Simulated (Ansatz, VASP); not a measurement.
ZnRe: VASP beside Ansatz

Contents of INCAR:

```
PREC     = Accurate       # precision mode
ENCUT    = 520            # plane-wave cutoff, eV
EDIFF    = 1E-6           # SCF threshold, eV
ISMEAR   = -1             # smearing method
SIGMA    = 0.05           # smearing width, eV
LREAL    = False          # projectors in reciprocal space
LASPH    = True           # aspherical terms in the spheres
NELM     = 80             # most SCF steps
ALGO     = Normal         # electronic algorithm
ISIF     = 2              # what is computed and relaxed
LWAVE    = False          # write WAVECAR
LCHARG   = False          # write CHGCAR
GGA      = PE             # functional
NBANDS   = 16             # bands
```

The input KPOINTS:

```
regular mesh
0
Gamma
  9 9 5
```

The input POSCAR:

```
ZnRe
1.0
    2.7482183437      0.0000000000      0.0000000000
   -1.3741091718      2.3800269008      0.0000000000
    0.0000000000      0.0000000000      4.5390066600
Re Zn
1 1
Direct
    0.3333333333      0.6666666667      0.5000000000
    0.0000000000      0.0000000000      0.0000000000
```

Contents of input.yaml:

```yaml
crystal:
  lattice:
    - [2.7482183437, 0.0, 0.0]
    - [-1.3741091718, 2.3800269008, 0.0]
    - [0.0, 0.0, 4.53900666]
  atoms:
    - { symbol: Re, position: [0.3333333333, 0.6666666667, 0.5] }
    - { symbol: Zn, position: [0.0, 0.0, 0.0] }
hamiltonian:
  xc: pbe
  pseudopotentials: { kind: paw }
kpoints:
  mp_grid: { grid: [9, 9, 5] }
  band_path:
    path:
      - [[0.0, 0.0, 0.0], [0.5, 0.0, 0.0], [0.3333333333, 0.3333333333, 0.0], [0.0, 0.0, 0.0], [0.0, 0.0, 0.5], [0.5, 0.0, 0.5], [0.3333333333, 0.3333333333, 0.5], [0.0, 0.0, 0.5]]
      - [[0.5, 0.0, 0.5], [0.5, 0.0, 0.0]]
      - [[0.3333333333, 0.3333333333, 0.0], [0.3333333333, 0.3333333333, 0.5]]
    npoints: 14
scf:
  occupations: { method: fermi_dirac, width: 0.05 }
  n_extra_bands: 6
output:
  forces: true
  stress: true
  eigenvalues: true
  fatbands: true
```

The cell comes from a database or a generator and needn't be the stable form of this composition.

Alike in both runs: functional PBE; k mesh 9 × 9 × 5; occupations fermi-dirac, width 0.05 eV; no spin polarisation.

|  | VASP | Ansatz |
| --- | --- | --- |
| version | VASP 6.6.1 | Ansatz 0.2.0 |
| potentials or method | VASP PAW PBE potentials, release 64 (Re, Zn) | Ansatz PAW |
| plane-wave cutoff (eV) | 520 | 420 |
| valence electrons in the cell | 19 | 27 |
| task | single point | band structure |

|  | VASP | Ansatz | Ansatz less VASP |
| --- | --- | --- | --- |
| gap on the k mesh at the Fermi level (eV) | none | none | - |
| pressure (GPa) | -3.2 | -3.1 | +0.05 |
| largest component of the traceless stress (GPa) | 1.87 | 2.17 | +0.304 |

A gap of «none» marks a metal or a gap that the smearing closes. With one functional, cell and mesh, what is left measures potentials, basis and numerics. The two sets of potentials don't hold the same shells in valence.

Caveats: spin-orbit coupling is left out, which moves the levels of the heavy elements (Ansatz). Spin-orbit coupling is left out, which matters for the levels of Re.
